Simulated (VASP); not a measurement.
A VASP calculation is set up with these files.

**POSCAR**
```
BaO
1.0
  3.1450590481   0.0000000000   0.0000000000
  0.0000000000   3.1450590481   0.0000000000
  0.0000000000   0.0000000000   3.1450590481
Ba O
1 1
Direct
  0.0000000000   0.0000000000   0.0000000000
  0.5000000000   0.5000000000   0.5000000000
```

INCAR:
```
ALGO=Normal
EDIFF=1E-6
EDIFFG=-0.02
ENCUT=620
GGA=PS
IBRION=2
ISIF=3
ISMEAR=0
LASPH=T
LCHARG=F
LMAXMIX=4
LREAL=F
LWAVE=F
NELM=100
NSW=40
PREC=Accurate
PSTRESS=300
SIGMA=0.05
SYSTEM=BaO
```

File KPOINTS:
```
Regular mesh
0
Gamma
  8 8 8
```

POTCAR, in this order: Ba_sv O (PBE.64 set). Program: vasp_std.

Q: Translate this PBEsol calculation to Ansatz.

A: One equivalent input (not run):
Ansatz 0.2 input:
```yaml
crystal:
  lattice:
    - [3.1450590, 0.0000000, 0.0000000]
    - [0.0000000, 3.1450590, 0.0000000]
    - [0.0000000, 0.0000000, 3.1450590]
  atoms:
    - { symbol: Ba, position: [0.0000000, 0.0000000, 0.0000000] }
    - { symbol: O, position: [0.5000000, 0.5000000, 0.5000000] }
kpoints:
  mp_grid: { grid: [8, 8, 8] }
hamiltonian:
  xc: pbesol
  pseudopotentials: { kind: paw }
scf:
  occupations: { method: gaussian, width: 0.05 }
  max_iter: 100
relax:
  max_steps: 40
  f_tol: 0.02
  cell: { p_target: 30 }
output: { forces: true, stress: true, eigenvalues: true }
```
What does not carry over: each code has its own PAW files, so the cut-off isn't converted (ENCUT is set for VASP's; basis.ecutwfc is left out, and Ansatz then takes the one that its files recommend); Ansatz stops its SCF on the density residual and VASP on the energy change (EDIFF).

The structure was generated: BaO was put into the CsCl type type (Pm-3m), which need not be its known phase. This run relaxes it under an external pressure of 30 GPa. Symmetry was kept, so distortions that lower it aren't found.
